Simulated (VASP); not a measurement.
AlN:

```xyz
4
Lattice="3.1130 0.0000 0.0000 -1.5565 2.6959 0.0000 0.0000 0.0000 4.9810" Properties=species:S:1:pos:R:3 pbc="T T T"
Al    0.0000    1.7973    0.0000
Al    1.5565    0.8986    2.4905
N     0.0000    1.7973    1.8928
N     1.5565    0.8986    4.3833
```

| Item | Value |
| --- | --- |
| Program | VASP 6.6.1 |
| Task | relaxation of cell and atoms |
| Functional | PBE |
| Potentials or basis | VASP PAW PBE potentials, release 64 (Al, N) |
| Cutoff | 520 eV |
| k mesh | 3 × 3 × 1 |
| Occupations | gaussian, width 0.02 eV |
| Spin | no spin polarisation |

At the start: pressure 3.5 GPa; volume 10.45 Å³/atom.

Problem. Where does the relaxation end?

Solution. Over 7 steps the energy falls by 5.8 meV/atom and the volume is 10.61 Å³/atom (+1.5 %); space group P6_3mc (No. 186, to 0.05 Å).

Step by step:
```tsv
step	energy change (eV)	largest force (eV/Å)	pressure (GPa)	volume (Å³)
1	0.0000	0.2111	3.51	41.80
2	-0.0136	0.0967	-3.19	43.20
3	-0.0171	0.1325	-1.18	42.76
4	-0.0227	0.0535	-0.34	42.54
5	-0.0234	0.0181	0.07	42.43
6	-0.0234	0.0190	-0.05	42.46
7	-0.0234	0.0001	0.01	42.45
```

Final structure:
```yaml
crystal:
  lattice:
    - [3.15185, 0.00000, 0.00000]
    - [-1.57592, 2.72958, 0.00000]
    - [0.00000, 0.00000, 4.93371]
  atoms:
    - { symbol: Al, position: [0.33333, 0.66667, 0.99618] }
    - { symbol: Al, position: [0.66667, 0.33333, 0.49618] }
    - { symbol: N, position: [0.33333, 0.66667, 0.38382] }
    - { symbol: N, position: [0.66667, 0.33333, 0.88382] }
```

Caveat: the k mesh is coarse (spacing up to 1.26 Å⁻¹), so the values aren't converged.
